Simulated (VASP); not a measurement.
Set up this calculation in VASP 6.6.1, as the native input.

| Quantity | Value |
| --- | --- |
| Task | relaxation of cell and atoms |
| Functional | PBE |
| Potentials or basis | VASP PAW PBE potentials, release 64 (Al, Si, F) |
| Cutoff | 520 eV |
| k mesh | 4 × 4 × 2 |
| Occupations | gaussian, width 0.15 eV |
| Spin | no spin polarisation |
| Further INCAR settings | PREC = Normal; ALGO = Fast; EDIFF = 0.0001; IBRION = 2; EDIFFG = -0.08; NSW = 24; ISIF = 3 |

The structure of Al3Si2F lies in POSCAR:

```
Al3Si2F
1.0
    4.0415096700      0.0000000000      0.0000000000
   -2.0207548300      3.5000500400      0.0000000000
    0.0000000000      0.0000000000      6.4255805100
Al Si F
3 2 1
Direct
    0.6666666700      0.3333333300      0.4851250100
    0.6666666700      0.3333333300      0.0527330000
    0.0000000000      0.0000000000      0.9328299800
    0.3333333300      0.6666666700      0.7252560300
    0.3333333300      0.6666666700      0.2633930100
    0.0000000000      0.0000000000      0.5406630000
```

The cell was built by a generator and needn't be a form met in nature.

These files were run (other wordings do the same):

INCAR

```
SYSTEM = Al3Si2F
  PREC = Normal
  ENCUT = 520
  EDIFF = 1E-4
  ISMEAR = 0
  SIGMA = 0.15
  LREAL = .FALSE.
  LASPH = .TRUE.
  NELM = 60
  ALGO = Fast
  ISIF = 3
  LWAVE = .FALSE.
  LCHARG = .FALSE.
  GGA = PE
  IBRION = 2
  NSW = 24
  EDIFFG = -0.08
```

KPOINTS

```
Automatic mesh
0
G
  4 4 2
  0 0 0
```

Potentials or basis: VASP PAW PBE potentials, release 64 (Al, Si, F).

Run with:

```bash
$ cat potpaw_PBE.64/Al/POTCAR potpaw_PBE.64/Si/POTCAR potpaw_PBE.64/F/POTCAR > POTCAR
$ mpirun -np 1 vasp_std > vasp.out
```

Results of the run:

```
Relaxed volume                         : 16.24 Å³/atom
Relaxed cell                           : a = 4.218 Å, b = 4.218 Å, c = 6.325 Å, α = 90.00°, β = 90.00°, γ = 120.00°
Space group after relaxing (to 0.05 Å) : P3m1 (No. 156)
Energy gained by relaxing              : 131.4 meV/atom
Ionic steps                            : 19
Pressure after relaxing                : 0.1 GPa
Largest force after relaxing           : 0.060 eV/Å
Band gap on the k mesh                 : none (metal or under the smearing width)
```

Caveat: the k mesh is coarse (spacing up to 0.49 Å⁻¹), so the values aren't converged.

It took 44 s on 1 thread of Intel(R) Xeon(R) Platinum 8488C (Sapphire Rapids), on a shared host, peak memory 0.15 GiB.
